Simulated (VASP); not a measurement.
# SrPb7Se8: relaxation of cell and atoms with PBEsol

The system is SrPb7Se8.

```xyz
16
Lattice="0.0000 6.1349 -6.1349 -6.1349 0.0000 -6.1349 -6.1349 6.1349 0.0000" Properties=species:S:1:pos:R:3 pbc="T T T"
Sr   -3.0674    3.0674   -6.1349
Pb   -3.0674    0.0000   -3.0674
Pb    0.0000    3.0674   -3.0674
Pb    0.0000    0.0000    0.0000
Pb   -6.1349    6.1349   -6.1349
Pb   -6.1349    3.0674   -3.0674
Pb   -3.0674    6.1349   -3.0674
Pb   -3.0674    3.0674    0.0000
Se   -6.1349    6.1349   -9.2023
Se   -6.1349    3.0674   -6.1349
Se   -3.0674    6.1349   -6.1349
Se   -3.0674    3.0674   -3.0674
Se   -9.2023    9.2023   -9.2023
Se   -9.2023    6.1349   -6.1349
Se   -6.1349    9.2023   -6.1349
Se   -6.1349    6.1349   -3.0674
```

The cell was built by a generator and needn't be a form met in nature.

* Program: VASP 6.6.1
* Task: relaxation of cell and atoms
* Functional: PBEsol
* Potentials or basis: VASP PAW PBE potentials, release 64 (Sr_sv, Pb_d, Se)
* Cutoff: 600 eV
* k mesh: 4 × 4 × 4
* Occupations: gaussian, width 0.03 eV
* Spin: no spin polarisation
* Further INCAR settings: ALGO = Normal; EDIFF = 1e-06; IBRION = 2; EDIFFG = -0.01; NSW = 90; ISIF = 3

```json
{
 "Relaxed volume": "28.66 Å³/atom",
 "Relaxed cell": "a = 8.656 Å, b = 8.656 Å, c = 8.656 Å, α = 60.00°, β = 60.00°, γ = 60.00°",
 "Space group after relaxing (to 0.05 Å)": "Fm-3m (No. 225)",
 "Energy gained by relaxing": "0.2 meV/atom",
 "Ionic steps": "6",
 "Pressure after relaxing": "0.0 GPa",
 "Band gap on the k mesh": "0.26 eV, direct"
}
```

The path:
| step | energy change (eV) | largest force (eV/Å) | pressure (GPa) | volume (Å³) |
| --- | --- | --- | --- | --- |
| 1 | 0.0000 | 0.0312 | -0.35 | 461.80 |
| 2 | -0.0033 | 0.0186 | 0.12 | 457.55 |
| 3 | -0.0037 | 0.0218 | 0.01 | 458.59 |
| 4 | -0.0037 | 0.0216 | 0.01 | 458.52 |
| 5 | -0.0038 | 0.0147 | 0.01 | 458.55 |
| 6 | -0.0039 | 0.0003 | 0.01 | 458.61 |

Final structure:
```
Sr Pb Se
1.0
     0.00000    6.12073   -6.12073
    -6.12073    0.00000   -6.12073
    -6.12073    6.12073    0.00000
Sr Pb Se
1 7 8
Direct
  0.50000 0.50000 0.00000
  0.00000 0.50000 0.00000
  0.50000 0.00000 0.00000
  0.00000 0.00000 0.00000
  0.50000 0.50000 0.50000
  0.00000 0.50000 0.50000
  0.50000 0.00000 0.50000
  0.00000 0.00000 0.50000
  0.75000 0.75000 0.25000
  0.24964 0.75036 0.25036
  0.75036 0.24964 0.25036
  0.24964 0.24964 0.25036
  0.75036 0.75036 0.74964
  0.24964 0.75036 0.74964
  0.75036 0.24964 0.74964
  0.25000 0.25000 0.75000
```

Levels at points of the mesh, in eV from the valence-band top:
```csv
k point,band 74,band 75,band 76,band 77,band 78,band 79,band 80,band 81,band 82,band 83
"(0.00, 0.00, 0.00)",-1.37,-1.37,0.00,0.00,0.00,0.26,0.51,0.51,0.51,1.71
"(0.50, 0.00, 0.00)",-1.49,-1.34,-1.34,-1.24,-0.59,1.58,2.46,2.56,2.56,2.66
"(0.50, 0.50, 0.00)",-0.92,-0.80,-0.69,-0.56,-0.56,1.25,1.39,1.64,1.64,1.90
```

It took 6.5 min on 4 MPI ranks on Intel(R) Xeon(R) 6975P-C (Granite Rapids), with other jobs on the host, peak memory 1 GiB a rank.

Caveat: the PAW data sets were made with another functional, which shifts forces and pressure a little; spin-orbit coupling is left out, which as a rule narrows the gap of such compounds by several tenths of an eV.
